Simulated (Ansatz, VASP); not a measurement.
**SiAu3: VASP beside Ansatz**

File INCAR:

```
SYSTEM = SiAu3
PREC     = Accurate       ! precision mode
ENCUT    = 520            ! plane-wave cutoff, eV
EDIFF    = 1E-7           ! SCF threshold, eV
ISMEAR   = 0              ! smearing method
SIGMA    = 0.05           ! smearing width, eV
LREAL    = .FALSE.        ! projectors in reciprocal space
LASPH    = .TRUE.         ! aspherical terms in the spheres
NELM     = 60             ! most SCF steps
ALGO     = Normal         ! electronic algorithm
ISIF     = 2              ! what is computed and relaxed
LWAVE    = .FALSE.        ! write WAVECAR
LCHARG   = .FALSE.        ! write CHGCAR
GGA      = PS             ! functional
NBANDS   = 26             ! bands
```

Contents of KPOINTS:

```
regular mesh
0
G
  7 7 7
  0 0 0
```

File POSCAR:

```
SiAu3
1.0
    0.0000000000      3.2857340000      3.2857340000
    3.2857340000      0.0000000000      3.2857340000
    3.2857340000      3.2857340000      0.0000000000
Au Si
3 1
Cartesian
    3.2857340000      3.2857340000      3.2857340000
    4.9286010000      4.9286010000      4.9286010000
    1.6428670000      1.6428670000      1.6428670000
    0.0000000000      0.0000000000      0.0000000000
```

The input input.yaml:

```yaml
crystal:
  lattice:
    - [0.0, 3.285734, 3.285734]
    - [3.285734, 0.0, 3.285734]
    - [3.285734, 3.285734, 0.0]
  atoms:
    - { symbol: Au, position: [0.5, 0.5, 0.5] }
    - { symbol: Au, position: [0.75, 0.75, 0.75] }
    - { symbol: Au, position: [0.25, 0.25, 0.25] }
    - { symbol: Si, position: [0.0, 0.0, 0.0] }
hamiltonian:
  xc: pbesol
  pseudopotentials: { kind: paw }
kpoints:
  mp_grid: { grid: [7, 7, 7] }
scf:
  occupations: { method: gaussian, width: 0.05 }
output:
  forces: true
  stress: true
  eigenvalues: true
```

The cell comes from a database or a generator and needn't be the stable form of this composition.

Alike in both runs: task single point; functional PBEsol; k mesh 7 × 7 × 7; occupations gaussian, width 0.05 eV; no spin polarisation.

|  | VASP | Ansatz |
| --- | --- | --- |
| version | VASP 6.6.1 | Ansatz 0.2.0 |
| potentials or method | VASP PAW PBE potentials, release 64 (Au, Si) | Ansatz PAW |
| plane-wave cutoff (eV) | 520 | 420 |
| valence electrons in the cell | 37 | 61 |

```tsv
	VASP	Ansatz	Ansatz less VASP
gap on the k mesh at the Fermi level (eV)	none	none	-
pressure (GPa)	-7.8	-7.6	+0.19
```

A gap of «none» marks a metal or a gap that the smearing closes. The functional is the same, so the differences come from potentials, cutoffs and numerics. The two sets of potentials don't hold the same shells in valence.

Caveats: the PAW data sets were made with another functional, which shifts forces and pressure a little (VASP); the PAW data sets come from PBE, with cores solved anew for the run's functional, which leaves a small shift of forces and pressure (Ansatz). Spin-orbit coupling is left out, which matters for the levels of Au.
